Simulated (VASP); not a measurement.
A VASP calculation is set up with these files.

### INCAR
```
ALGO = Normal
EDIFF = 1E-7
ENCUT = 520
GGA = RP
ISIF = 2
ISMEAR = 1
LASPH = T
LCHARG = F
LMAXMIX = 6
LREAL = F
LWAVE = F
NELM = 100
PREC = Accurate
SIGMA = 0.1
SYSTEM = HfC
```

KPOINTS:
```
Automatic mesh
0
Gamma
13 13 13
0 0 0
```

**POSCAR**
```
HfC
1
    0.0000000000     2.3598600273     2.3598600273
    2.3598600273     0.0000000000     2.3598600273
    2.3598600273     2.3598600273     0.0000000000
Hf C
1 1
Direct
  0.0000000000   0.0000000000   0.0000000000
  0.5000000000   0.5000000000   0.5000000000
```

POTCAR, in this order: Hf_pv C (PBE.64 set). Program: vasp_std.

Q: Translate this RPBE calculation to Quantum ESPRESSO's pw.x.

A: One equivalent input (not run):
```
&CONTROL
  calculation = 'scf'
  pseudo_dir = './pseudo'
  outdir = './out'
  tprnfor = .true.
  tstress = .true.
/
&SYSTEM
  ibrav = 0
  nat = 2
  ntyp = 2
  ecutwfc = 82
  occupations = 'smearing'
  smearing = 'methfessel-paxton'
  degauss = 0.00735
  input_dft = 'rpbe'
/
&ELECTRONS
  conv_thr = 7.3e-09
  electron_maxstep = 100
/
ATOMIC_SPECIES
  Hf 178.490 Hf.upf
  C 12.011 C.upf
CELL_PARAMETERS angstrom
     0.0000000    2.3598600    2.3598600
     2.3598600    0.0000000    2.3598600
     2.3598600    2.3598600    0.0000000
ATOMIC_POSITIONS crystal
  Hf   0.0000000  0.0000000  0.0000000
  C    0.5000000  0.5000000  0.5000000
K_POINTS automatic
  13 13 13 0 0 0
```
What does not carry over: the potentials are each code's own (VASP's PAW set, PseudoDojo norm-conserving files in pw.x), so ENCUT and ecutwfc are chosen apart and not converted; conv_thr bounds pw.x's estimated SCF error, while EDIFF bounds the energy change between steps.

The compound is HfC in the rock salt structure. This cell is one point of a volume scan, at 1.03 of the reference volume.
